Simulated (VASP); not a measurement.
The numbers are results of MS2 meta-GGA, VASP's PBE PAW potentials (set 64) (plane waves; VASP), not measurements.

The input files of a VASP run:

**INCAR**
```
SYSTEM = GaAs
PREC = Accurate; ENCUT = 520; LREAL = .False.
LASPH = .True.
EDIFF = 1E-7; NELM = 100; ALGO = Normal
LMAXMIX = 4; LMIXTAU = .True.
ISMEAR = -5
METAGGA = MS2
ISIF = 2
LWAVE = .False.; LCHARG = .False.; LORBIT = 11
NEDOS = 601
```

File POSCAR:
```
GaAs
1
    0.0000000000     2.8271252600     2.8271252600
    2.8271252600     0.0000000000     2.8271252600
    2.8271252600     2.8271252600    -0.0000000000
Ga As
1 1
Direct
  0.0000000000   0.0000000000   0.0000000000
  0.2500000000   0.2500000000   0.2500000000
```

### KPOINTS_OPT
```
k-points along high-symmetry lines
10
Line-mode
Reciprocal
  0.000000   0.000000   0.000000 ! GAMMA
 -0.500000  -0.500000   0.000000 ! X

 -0.500000  -0.500000   0.000000 ! X
 -0.375000  -0.375000   0.250000 ! U

 -0.375000   0.000000   0.375000 ! K
  0.000000   0.000000   0.000000 ! GAMMA

  0.000000   0.000000   0.000000 ! GAMMA
  0.000000   0.000000   0.500000 ! L

  0.000000   0.000000   0.500000 ! L
 -0.500000  -0.250000   0.250000 ! W

 -0.500000  -0.250000   0.250000 ! W
 -0.500000  -0.500000   0.000000 ! X
```

File KPOINTS:
```
Regular mesh
0
G
 9 9 9
0 0 0
```

POTCAR, in this order: Ga_d As (PBE.64 set). Program: vasp_std.

What VASP printed:

OSZICAR:
```
       N       E                     dE             d eps       ncg     rms          rms(c)
DAV:   1     0.618776322210E+02    0.61878E+02   -0.85200E+03   947   0.175E+03
DAV:   2    -0.140698739336E+02   -0.75948E+02   -0.73463E+02   965   0.291E+02
DAV:   3    -0.190121724518E+02   -0.49423E+01   -0.49151E+01  1180   0.656E+01
DAV:   4    -0.190809857219E+02   -0.68813E-01   -0.68786E-01  1013   0.868E+00
DAV:   5    -0.190820616673E+02   -0.10759E-02   -0.10759E-02  1132   0.102E+00    0.386E+00
DAV:   6    -0.106924804622E+02    0.83896E+01   -0.51620E+00  1078   0.465E+01    0.157E+00
DAV:   7    -0.106339066375E+02    0.58574E-01   -0.34166E-01  1010   0.978E+00    0.113E+00
DAV:   8    -0.105491713560E+02    0.84735E-01   -0.58452E-01   920   0.862E+00    0.514E-01
DAV:   9    -0.107150368341E+02   -0.16587E+00   -0.15737E-01   910   0.513E+00    0.193E-01
DAV:  10    -0.107146016023E+02    0.43523E-03   -0.26225E-02  1070   0.267E+00    0.196E-01
DAV:  11    -0.107126513123E+02    0.19503E-02   -0.46701E-03   935   0.815E-01    0.600E-02
DAV:  12    -0.107138883409E+02   -0.12370E-02   -0.11807E-03  1025   0.393E-01    0.525E-02
DAV:  13    -0.107138981351E+02   -0.97943E-05   -0.20819E-04  1050   0.205E-01    0.349E-02
DAV:  14    -0.107138868094E+02    0.11326E-04   -0.42873E-05   945   0.800E-02    0.412E-02
DAV:  15    -0.107140236700E+02   -0.13686E-03   -0.87202E-04   965   0.419E-01    0.131E-02
DAV:  16    -0.107140396360E+02   -0.15966E-04   -0.25295E-05  1083   0.555E-02    0.883E-03
DAV:  17    -0.107140411714E+02   -0.15353E-05   -0.78620E-07  1015   0.125E-02    0.884E-03
DAV:  18    -0.107140595543E+02   -0.18383E-04   -0.54866E-06  1040   0.286E-02    0.278E-03
DAV:  19    -0.107140586254E+02    0.92892E-06   -0.15235E-06   940   0.147E-02    0.188E-03
DAV:  20    -0.107140582010E+02    0.42439E-06   -0.20455E-07   927   0.490E-03    0.107E-03
DAV:  21    -0.107140589669E+02   -0.76592E-06   -0.59873E-08   600   0.323E-03    0.200E-04
DAV:  22    -0.107140591205E+02   -0.15358E-06   -0.19342E-08   475   0.236E-03    0.214E-04
DAV:  23    -0.107140588224E+02    0.29805E-06   -0.12005E-08   460   0.183E-03    0.918E-05
DAV:  24    -0.107140590130E+02   -0.19056E-06   -0.34141E-09   470   0.970E-04    0.869E-05
DAV:  25    -0.107140589425E+02    0.70500E-07   -0.10396E-09   460   0.395E-04
   1 F= -.10714059E+02 E0= -.10714059E+02  d E =0.000000E+00
       N       E                     dE             ncg
       N       E                     dE             ncg
```

OUTCAR:
```
------------------------ aborting loop because EDIFF is reached ----------------------------------------
  FORCE on cell =-STRESS in cart. coord.  units (eV):
  Direction    XX          YY          ZZ          XY          YZ          ZX
  --------------------------------------------------------------------------------------
  Total        0.0080509      0.0080509      0.0080509     -0.0000000      0.0000000     -0.0000000
  in kB        0.2854244      0.2854244      0.2854244     -0.0000000      0.0000000     -0.0000000
  external PRESSURE =       0.2854244 kB  Pullay stress =       0.0000000 kB
  volume of cell :       45.19
      direct lattice vectors                 reciprocal lattice vectors
     0.000000000  2.827125260  2.827125260    -0.176858099  0.176858099  0.176858099
     2.827125260  0.000000000  2.827125260     0.176858099 -0.176858099  0.176858099
     2.827125260  2.827125260  0.000000000     0.176858099  0.176858099 -0.176858099
  FREE ENERGIE OF THE ION-ELECTRON SYSTEM (eV)
  ---------------------------------------------------
  free  energy   TOTEN  =       -10.7140589425 eV

  energy  without entropy=      -10.7140589425  energy(sigma->0) =      -10.71405894

 total charge

# of ion       s       p       d       tot
------------------------------------------
    1        0.860   0.811  10.003  11.674
    2        1.197   1.612   0.035   2.844
--------------------------------------------------
tot          2.057   2.423  10.038  14.518
```
(Selected blocks of OUTCAR.)

The compound is GaAs in the zinc blende structure. It was relaxed first.
